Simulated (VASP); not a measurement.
# Sn3SO2 (P6/mmm) in VASP: further runs, part 2 of 2

VASP 6.6.1. The steps go on from the part before.

**3. Relaxation of the atoms, PBEsol**

The input, INCAR:

```
ALGO = Normal ; EDIFF = 1E-6
EDIFFG = -0.01 ; ENCUT = 520
GGA = PS ; IBRION = 2
ISIF = 2 ; ISMEAR = 0
LASPH = T ; LCHARG = F
LREAL = F ; LWAVE = F
NELM = 60 ; NSW = 60
PREC = Accurate ; SIGMA = 0.05
```

The input, KPOINTS:

```
k-points
0
Gamma
  5 5 8
```

The input, POSCAR:

```
Sn3SO2
1.0
    6.3513525000      0.0000000000      0.0000000000
   -3.1756762500      5.5004326100      0.0000000000
    0.0000000000      0.0000000000      3.5157326300
Sn S O
3 1 2
Direct
    0.5000000000      0.0000000000      0.5000000000
    0.0000000000      0.5000000000      0.5000000000
    0.5000000000      0.5000000000      0.5000000000
    0.0000000000      0.0000000000      0.0000000000
    0.6666666700      0.3333333300      0.0000000000
    0.3333333300      0.6666666700      0.0000000000
```

Potentials or basis: VASP PAW PBE potentials, release 64 (Sn_d, S, O).

Started as:

```console
$ cat potpaw_PBE.64/Sn_d/POTCAR potpaw_PBE.64/S/POTCAR potpaw_PBE.64/O/POTCAR > POTCAR
$ mpirun -np 1 vasp_std > vasp.out
```

OUTCAR:

```text
EDIFF = 1E-6
   EDIFFG = -0.01
   ENCUT = 520
   GGA = PS
   IBRION = 2
   ISIF = 2
   ISMEAR = 0
   LASPH = T
   LREAL = F
   NELM = 60
   NSW = 60
   PREC = Accurate

 ion  position               nearest neighbor table
   1  0.500  0.000  0.500-   5 2.54   6 2.54   5 2.54   6 2.54   2 3.18   3 3.18   3 3.18   2 3.18

   2  0.000  0.500  0.500-   5 2.54   6 2.54   5 2.54   6 2.54   1 3.18   1 3.18   3 3.18   3 3.18

   3  0.500  0.500  0.500-   5 2.54   6 2.54   5 2.54   6 2.54   1 3.18   1 3.18   2 3.18   2 3.18

   4  0.000  0.000  0.000-
   5  0.667  0.333  0.000-   1 2.54   1 2.54   2 2.54   2 2.54   3 2.54   3 2.54
   6  0.333  0.667  0.000-   1 2.54   1 2.54   2 2.54   2 2.54   3 2.54   3 2.54

  LATTYP: Found a hexagonal cell.
 ALAT       =     6.3513525000
 C/A-ratio  =     0.5535407821

  Lattice vectors:

 A1 = (   6.3513525000,   0.0000000000,   0.0000000000)
 A2 = (  -3.1756762500,   5.5004326100,   0.0000000000)
 A3 = (   0.0000000000,   0.0000000000,   3.5157326300)

Analysis of symmetry for initial positions (statically):
=====================================================================
 Subroutine PRICEL returns:
 Original cell was already a primitive cell.

 Routine SETGRP: Setting up the symmetry group for a
 hexagonal supercell.

 Subroutine GETGRP returns: Found 24 space group operations
 (whereof 24 operations were pure point group operations)
 out of a pool of 24 trial point group operations.

The static configuration has the point symmetry D_6h.

Analysis of symmetry for dynamics (positions and initial velocities):
=====================================================================
 Subroutine PRICEL returns:
 Original cell was already a primitive cell.

 Routine SETGRP: Setting up the symmetry group for a
 hexagonal supercell.

 Subroutine GETGRP returns: Found 24 space group operations
 (whereof 24 operations were pure point group operations)
 out of a pool of 24 trial point group operations.

The dynamic configuration has the point symmetry D_6h.

 Subroutine INISYM returns: Found 24 space group operations
 (whereof 24 operations are pure point group operations),
 and found     1 'primitive' translations

----------------------------------------------------------------------------------------

                                     Primitive cell

  volume of cell :     122.8228

  direct lattice vectors                    reciprocal lattice vectors
     6.351352500  0.000000000  0.000000000     0.157446780  0.090901941  0.000000000
    -3.175676250  5.500432610  0.000000000     0.000000000  0.181803882  0.000000000
     0.000000000  0.000000000  3.515732630     0.000000000  0.000000000  0.284435737

  length of vectors
     6.351352500  6.351352497  3.515732630     0.181803882  0.181803882  0.284435737

  position of ions in fractional coordinates (direct lattice)
     0.500000000  0.000000000  0.500000000
     0.000000000  0.500000000  0.500000000
     0.500000000  0.500000000  0.500000000
     0.000000000  0.000000000  0.000000000
     0.666666670  0.333333330  0.000000000
     0.333333330  0.666666670  0.000000000

  ion indices of the primitive-cell ions
   primitive index   ion index
                 1           1
                 2           2
[... 37 lines left out ...]
  0.400000  0.200000  0.000000      6.000000
  0.000000  0.000000  0.125000      2.000000
[... 16 lines left out ...]
  0.400000  0.000000  0.500000      6.000000
  0.200000  0.200000  0.500000      6.000000
   k-points           NKPTS =     25   k-points in BZ     NKDIM =     25   number of bands    NBANDS=     36
   number of dos      NEDOS =    301   number of ions     NIONS =      6
   total plane-waves  NPLWV =  64512
   dimension x,y,z NGX =    48 NGY =   48 NGZ =   28
   dimension x,y,z NGXF=    96 NGYF=   96 NGZF=   56
   ions per type =               3   1   2
   NGX,Y,Z   is equivalent  to a cutoff of  12.56, 12.56, 13.24 a.u.
   NGXF,Y,Z  is equivalent  to a cutoff of  25.13, 25.13, 26.48 a.u.
 SYSTEM =  unknown system
   PREC   = accura    normal or accurate (medium, high low for compatibility)
   ISTART =      0    job   : 0-new  1-cont  2-samecut
   ICHARG =      2    charge: 1-file 2-atom 10-const
   ISPIN  =      1    spin polarized calculation?
   LNONCOLLINEAR =      F non collinear calculations
   LSORBIT =      F    spin-orbit coupling
   LASPH  =      T    aspherical Exc in radial PAW
   ENCUT  =  520.0 eV  38.22 Ry    6.18 a.u.  11.81 11.81  6.54*2*pi/ulx,y,z
   NELM   =     60;   NELMIN=  2; NELMDL= -5     # of ELM steps
   EDIFF  = 0.1E-05   stopping-criterion for ELM
   LREAL  =      F    real-space projection
   EDIFFG = -.1E-01   stopping-criterion for IOM
   NSW    =     60    number of steps for IOM
   IBRION =      2    ionic relax: 0-MD 1-quasi-New 2-CG
   NFREE  =      1    steps in history (QN), initial steepest desc. (CG)
   ISIF   =      2    stress and relaxation
   ISYM   =      2    0-nonsym 1-usesym 2-fastsym
   POTIM  = 0.5000    time-step for ionic-motion
   TEBEG  =    0.0;   TEEND  =   0.0 temperature during run
   PSTRESS=    0.0 pullay stress
   NELECT =      60.0000    total number of electrons
   NUPDOWN=      -1.0000    fix difference up-down
   EMIN   =  10.00;   EMAX   =-10.00  energy-range for DOS
   EFERMI =   0.00;   METHOD = LEGACY
   ISMEAR =     0;   SIGMA  =   0.05  broadening in eV -4-tet -1-fermi 0-gaus
   EFERMI_NEDOS =   21; number of points for ismear=-14 and -15
   IALGO  =     38    algorithm
   IMIX   =      4    mixing-type and parameters
     AMIX     =   0.40;   BMIX     =  1.00
     AMIX_MAG =   1.60;   BMIX_MAG =  1.00
  volume/ion in A,a.u.               =      20.47       138.14
  Fermi-wavevector in a.u.,A,eV,Ry     =   1.289335  2.436489 22.618101  1.662384
  Thomas-Fermi vector in A             =   2.421234
   LORBIT       =      0    0 simple, 1 ext, 2 COOP (PROOUT), +10 PAW based schemes
   GGA     = PS    functional components
   LHFCALC =     F    Hartree Fock is set to
   AEXX    =    0.0000 exact exchange contribution
   IVDW    =     0    specifies the selected vdW correction
   LEPSILON=     F    determine dielectric tensor
   LRPA    =     F    only Hartree local field effects (RPA)
 conjugate gradient relaxation of ions
 non-spin polarized calculation
 Gauss-broadening in eV      SIGMA  =   0.05
  energy-cutoff  :      520.00
  volume of cell :      122.82
 maximum number of plane-waves:      3343
 NGX is ok and might be reduce to    48
   NGX = 23   NGY = 23   NGZ = 13

 number of electron      59.9999998 magnetization

 Free energy of the ion-electron system (eV)
  ---------------------------------------------------
  ext. energy  EPLUGINS =         0.00000000
  ---------------------------------------------------
  free energy    TOTEN  =       -29.48862332 eV

  energy without entropy =      -29.48719556  energy(sigma->0) =      -29.48790944

 E-fermi :   5.9825     XC(G=0): -10.2885

 val. band max:        5.9440610072   @ k =   0.0000   0.0000   0.5000
 cond. band min:       5.9897291689   @ k =   0.4000   0.2000   0.0000
 fundamental gap:      0.0456681617
 Fermi energy:         5.9825206839

 k-point     1 :       0.0000    0.0000    0.0000
  band No.  band energies     occupation
      1     -15.7911      2.00000
      2     -15.7379      2.00000
      3     -15.7379      2.00000
      4     -15.6895      2.00000
      5     -15.6077      2.00000
      6     -15.5870      2.00000
[... 925 lines left out ...]
     35       9.3775      0.00000
     36       9.5713      0.00000

 [... further k-points ...]

------------------------ aborting loop because EDIFF is reached ----------------------------------------

  FORCE on cell =-STRESS in cart. coord.  units (eV):
  Direction    XX          YY          ZZ          XY          YZ          ZX
  --------------------------------------------------------------------------------------
  -------------------------------------------------------------------------------------
  Total       -2.7690186     -2.7690185     -6.4279689      0.0000000      0.0000000      0.0000000
  in kB      -36.1208152    -36.1208152    -83.8504592      0.0000000      0.0000000      0.0000000
  external PRESSURE =     -52.0306965 kB  Pullay stress =       0.0000000 kB

 VOLUME and BASIS-vectors are now :
 -----------------------------------------------------------------------------
  energy-cutoff  :      520.00
  volume of cell :      122.82
      direct lattice vectors                 reciprocal lattice vectors
     6.351352500  0.000000000  0.000000000     0.157446780  0.090901941  0.000000000
    -3.175676250  5.500432610  0.000000000     0.000000000  0.181803882  0.000000000
     0.000000000  0.000000000  3.515732630     0.000000000  0.000000000  0.284435737

 POSITION                                       TOTAL-FORCE (eV/Angst)
 -----------------------------------------------------------------------------------
      3.17568      0.00000      1.75787         0.000000      0.000000      0.000000
     -1.58784      2.75022      1.75787         0.000000      0.000000      0.000000
      1.58784      2.75022      1.75787         0.000000      0.000000      0.000000
      0.00000      0.00000      0.00000         0.000000      0.000000      0.000000
      3.17568      1.83348      0.00000        -0.000000      0.000000      0.000000
     -0.00000      3.66696      0.00000        -0.000000     -0.000000      0.000000
 -----------------------------------------------------------------------------------
    total drift:                                0.000000      0.000000     -0.000000

  FREE ENERGIE OF THE ION-ELECTRON SYSTEM (eV)
  ---------------------------------------------------
  free  energy   TOTEN  =       -29.4886233237 eV

  energy  without entropy=      -29.4871955633  energy(sigma->0) =      -29.48790944

 reached required accuracy - stopping structural energy minimisation
```

Wall time 3.4 min (1 thread of Intel Xeon Platinum 8175M at 2.50GHz (Skylake/Cascade Lake), shared host); peak memory 0.29 GiB.

What came out:

```yaml
Free_energy: -29.4886 eV
Pressure_after_relaxing: -5.2 GPa
Band_gap_on_the_k_mesh: none (metal or under the smearing width)
```

Final structure:
```
Sn S O
1.0
     6.35135    0.00000    0.00000
    -3.17568    5.50043    0.00000
     0.00000    0.00000    3.51573
Sn S O
3 1 2
Direct
  0.50000 0.00000 0.50000
  0.00000 0.50000 0.50000
  0.50000 0.50000 0.50000
  0.00000 0.00000 0.00000
  0.66667 0.33333 0.00000
  0.33333 0.66667 0.00000
```

Caveat: the relaxation stopped at its first step, so nothing moved; the PAW data sets were made with another functional, which shifts forces and pressure a little.

**4. The reference run**

An earlier run on the cell as given: functional PBE; potentials or basis VASP PAW PBE potentials, release 64 (Sn_d, S, O); cutoff 520 eV; k mesh 5 × 5 × 8; occupations fermi-dirac, width 0.05 eV; no spin polarisation.

- Pressure: -1.7 GPa
- Band gap on the k mesh: none (metal or under the smearing width)

**5. Overview**

```tsv
task	level	cell	cutoff (eV)	smearing	gap on the mesh (eV)	pressure (GPa)
relaxation of cell and atoms	PBE	relaxed	600	gaussian 0.05 eV	none	0.0
relaxation of the atoms	PBEsol	atoms relaxed	520	gaussian 0.05 eV	none	-5.2
single point	PBE	as given	520	fermi-dirac 0.05 eV	none	-1.7
```

Alike in all rows: potentials or basis VASP PAW PBE potentials, release 64 (Sn_d, S, O); no spin polarisation; k mesh 5 × 5 × 8.

Caveats: the relaxation stopped at its first step, so nothing moved (some runs); the PAW data sets were made with another functional, which shifts forces and pressure a little (some runs).

Absolute energies hang on the potentials; compare differences alone.
